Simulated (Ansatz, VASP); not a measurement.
# Cross-check of B2SbN (CuAu-ordered zincblende type (invented)) between VASP and Ansatz, part 2 of 2

Aim: how closely do two programs agree when they are given the same cell, functional and k mesh? The cell is generated by rule, not measured, and may not be a known phase. The cell is taken from a series of runs on this material, whose earlier steps may have relaxed, scaled, displaced or heated it; both programs get it as it stands.

VASP 6.6.1 and Ansatz 0.2.0.

So far: The structure; Ansatz: relaxation of cell and atoms, LDA, pair 1; VASP: relaxation of cell and atoms, LDA, pair 1.

## Step 4: Comparison

Known differences besides the potentials themselves: the two LDA forms differ slightly; the data sets hold 26 valence electrons in Ansatz (on its default PAW (the set named soft_2) files) and 16 in VASP; the cutoff is 420 eV in Ansatz and 600 eV in VASP; VASP's log shows a relativistic correction to its local exchange, Ansatz's none; Ansatz adds a Pulay correction to the stress that steers its cell, VASP none. Total energies have different zeros and are not compared.

Compared:

| quantity | Ansatz | VASP | difference |
| --- | --- | --- | --- |
| volume (Å³) | 43.63 | 43.95 | -0.72 % |
| edge a after relaxation, in the typed setting (Å) | 3.091 | 3.095 | -0.13 % |
| edge c after relaxation, in the typed setting (Å) | 4.567 | 4.588 | -0.46 % |

## Step 5: VASP: relaxation of cell and atoms, LDA, pair 2

The relaxed volume is the usual yardstick between codes: in a stiff, nearly cubic crystal its relative difference is about their pressure difference at one cell divided by the bulk modulus.

File INCAR:

```
SYSTEM = B2SbN
PREC = Accurate
ENCUT = 600
EDIFF = 1E-07
NELM = 120
ISMEAR = 0
SIGMA = 0.1
LREAL = .FALSE.
ALGO = Normal
GGA = CA
NBANDS = 14
LORBIT = 11
LWAVE = .FALSE.
LCHARG = .FALSE.
ISIF = 3
IBRION = 2
NSW = 80
EDIFFG = -0.005
LASPH = .TRUE.
GGA_COMPAT = .FALSE.
NELMIN = 4
```

File POSCAR:

```
B2SbN
1.0
    3.0908770000      0.0000000000      0.0000000000
    0.0000000000      3.0908770000      0.0000000000
    0.0000000000      0.0000000000      4.5670460000
N Sb B
1 1 2
Direct
    0.0000000000      0.0000000000      0.0000000000
    0.4999998382      0.4999998382      0.5000000000
    0.0000000000      0.4999998382      0.1700230302
    0.4999998382      0.0000000000      0.8299769698
```

File KPOINTS:

```
Automatic mesh
0
Gamma
14 14 10
0 0 0
```

Potentials, in the order of the species: N, Sb and B (LDA family, release 64).

Started as:

```sh
$ mpirun -np 1 vasp_std
```

Numbers of over 12 decimals in the logs are rounded to 6 here.

The program printed:

```text
[... set-up lines as in an earlier step ...]
 entering main loop
       N       E                     dE             d eps       ncg     rms          rms(c)
DAV:   1     0.608857543748E+02    0.60886E+02   -0.71646E+03  6048   0.114E+03
DAV:   2    -0.228585706372E+02   -0.83744E+02   -0.76327E+02  8784   0.186E+02
DAV:   3    -0.275768105369E+02   -0.47182E+01   -0.46304E+01  7722   0.487E+01
DAV:   4    -0.276311314090E+02   -0.54321E-01   -0.54265E-01  7106   0.563E+00
[...]
DAV:  12    -0.263002996000E+02    0.29216E-05   -0.16667E-05  7884   0.336E-02    0.758E-03
DAV:  13    -0.263002998882E+02   -0.28817E-06   -0.13672E-06  6690   0.940E-03    0.315E-03
DAV:  14    -0.263002998605E+02    0.27667E-07   -0.66683E-08  4188   0.212E-03
   1 F= -.26300300E+02 E0= -.26299404E+02  d E =-.263003E+02
[... from here on, the cycles between the ionic steps are left out ...]
   2 F= -.26300540E+02 E0= -.26299366E+02  d E =-.240124E-03
   3 F= -.26302173E+02 E0= -.26301145E+02  d E =-.187339E-02
   4 F= -.26302173E+02 E0= -.26301148E+02  d E =-.187284E-02
   5 F= -.26302230E+02 E0= -.26301183E+02  d E =-.577346E-04
   6 F= -.26302240E+02 E0= -.26301178E+02  d E =-.669681E-04
[...]
reached required accuracy - stopping structural energy minimisation
```

Parts of OUTCAR (step 5):

```text
  Total        0.0067428      0.0067428      0.0105228      0.0000000      0.0000000      0.0000000
  in kB        0.2460537      0.2460537      0.3839878      0.0000000      0.0000000      0.0000000
  external PRESSURE =       0.2920318 kB  Pullay stress =       0.0000000 kB

 POSITION                                       TOTAL-FORCE (eV/Angst)
 -----------------------------------------------------------------------------------
      0.00000      0.00000      0.00000         0.000000     -0.000000      0.000000
      1.54755      1.54755      2.29163        -0.000000      0.000000      0.000000
      0.00000      1.54755      0.77475         0.000000      0.000000     -0.001568
      1.54755     -0.00000      3.80852         0.000000     -0.000000      0.001568
 -----------------------------------------------------------------------------------
    total drift:                                0.000054      0.000054      0.000000

  FREE ENERGIE OF THE ION-ELECTRON SYSTEM (eV)
  ---------------------------------------------------
  free  energy   TOTEN  =       -26.3022396646 eV

  energy  without entropy=      -26.3001172233  energy(sigma->0) =      -26.30117844

[... 1 part as in an earlier step ...]

[... 3 further parts left out ...]
[key lines of the parts left out:]
E-fermi :   9.9315
```

## Step 6: Ansatz: relaxation of cell and atoms, LDA, pair 2

The same cell, functional (in two slightly different forms), mesh and smearing now go to Ansatz, which takes its cutoff from its data sets.

The cell is taken from a series of runs on this material, whose earlier steps may have relaxed, scaled, displaced or heated it; both programs get it as it stands.

File input.yaml:

```yaml
crystal:
  lattice:
    - [3.0908765684, 0.0, 0.0]
    - [0.0, 3.0908765684, 0.0]
    - [0.0, 0.0, 4.5670461231]
  atoms:
    - { symbol: "N", position: [0.0, 0.0, 0.0] }
    - { symbol: Sb, position: [0.5, 0.5, 0.5] }
    - { symbol: B, position: [0.0, 0.5, 0.1700230216] }
    - { symbol: B, position: [0.5, 0.0, 0.8299769784] }
kpoints:
  mp_grid: { grid: [14, 14, 10] }
hamiltonian:
  xc: lda
scf:
  occupations: { method: gaussian, width: 0.1 }
output:
  forces: true
  stress: true
  eigenvalues: true
relax:
  adjacent_minimum: "off"
  f_tol: 0.005
  max_steps: 80
  cell: { stress_tol: 0.05 }
```

Started as:

```sh
$ ansatz run input.yaml --threads 2 --pin off --max-ram 5120MiB --backend cpu --events-out ev --progress --plain --runs-dir out
```

The program printed:

```text
[...]
Crystal: 4 atoms, lattice volume = 43.631 Å³
Basis set: ecut = 420 eV, 855 PW (Γ)
Bands: 17, of which v1, the nominal top of the filled ones, is band 13 counted from 1 (12 counted from 0)
Symmetry: 8 space group operations
[...]
k-points: 216 of 1960 (time reversal used)
[...]
k-point 215: bands = [... 9 lower, 6.1574, 6.2281, 6.2281, 6.5896, 16.5854, 16.8928, 16.8928, 18.5402]
--- Relaxed structure (3 steps of the walk, 3 accepted, 1 SCFs on fresh bases) ---
[...]
cell:  # Å, volume = 43.6422 Å³
    - [3.091082, 0, 0]
    - [0, 3.091082, 0]
    - [0, 0, 4.567570]
  atoms:
    - { symbol: N, position: [0, 0, 0] }
    - { symbol: Sb, position: [0.5, 0.5, 0.5] }
    - { symbol: B, position: [0, 0.5, 0.170486] }
    - { symbol: B, position: [0.5, 0, 0.829514] }
[key lines of the parts left out:]
SCF converged after 5 iterations
Free energy (F): -7006.721405 eV
Fermi energy:    13.200268 eV
P = ⅓ Tr σ = -0.0164 GPa (-0.164 kbar)
```

## Step 7: Side by side

What differs besides the data sets and the points named for the pairs above, as far as they apply: the data sets hold 26 valence electrons in Ansatz (on its default PAW (the set named soft_2) files) and 16 in VASP. Total energies have different zeros and are not compared.

Compared:

| quantity | Ansatz | VASP | difference |
| --- | --- | --- | --- |
| volume (Å³) | 43.64 | 43.91 | -0.60 % |
| edge a after relaxation, in the typed setting (Å) | 3.091 | 3.095 | -0.13 % |
| edge c after relaxation, in the typed setting (Å) | 4.568 | 4.583 | -0.34 % |

## Step 8: Summary of results

* difference in volume (relaxation of cell and atoms, LDA, pair 1): -0.72 %
* difference in volume (relaxation of cell and atoms, LDA, pair 2): -0.60 %

The difference in volume is -0.72 % (relaxation of cell and atoms, LDA, pair 1), within the 1.2 % picked in this series as the mark of a large difference, as far as the stopping tolerances let one tell. The data sets hold unlike numbers of valence electrons (26 in Ansatz and 16 in VASP), so part of the differences comes from the potentials. How closely two codes agree says nothing of how well the functional describes the real material.

[Lines on the potential files, build, host, timing and source positions are cut from VASP's logs without a mark.]

[Logs are printed without paths, hosts, clocks, repeated set-up lines and the standing remarks that a program may print on its own settings, such as how far it seeks lower states.]

[Hosts, paths, dates, database ids (printed as entryN), source tags and the programs' standing remarks are cut or masked in the printed files.]
